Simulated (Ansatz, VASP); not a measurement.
# Two plane-wave programs on Cr3W

```
Cr W
1.0
     3.74254    0.00000    0.00000
     0.00000    3.74254    0.00000
     0.00000    0.00000    3.74254
Cr W
3 1
Direct
  0.00000 0.50000 0.50000
  0.50000 0.00000 0.50000
  0.50000 0.50000 0.00000
  0.00000 0.00000 0.00000
```

Alike in both runs: functional PBE; k mesh 12 × 12 × 12; occupations gaussian, width 0.1 eV; no spin polarisation.

Ansatz relaxed the structure, and its values are those at the end. VASP's run is a single point on that final structure, the one shown.

```csv
,VASP,Ansatz
version,VASP 6.6.1,Ansatz 0.2.0
potentials or method,"VASP PAW PBE potentials, release 64 (Cr_pv, W_sv)","scalar-relativistic, plane waves, PAW"
plane-wave cutoff (eV),520,420
valence electrons in the cell,50,56
```

```csv
,VASP,Ansatz,Ansatz less VASP
gap on the k mesh at the Fermi level (eV),none,none,-
pressure (GPa),0.0,0.0,0.00
```

A gap of «none» marks a metal or a gap that the smearing closes. The functional is the same, so the differences come from potentials, cutoffs and numerics. The two sets of potentials don't hold the same shells in valence.

Spin-orbit coupling is left out, which matters for the levels of W. Spin polarisation is off, so any magnetic state and its effect on volume and gap are missing.
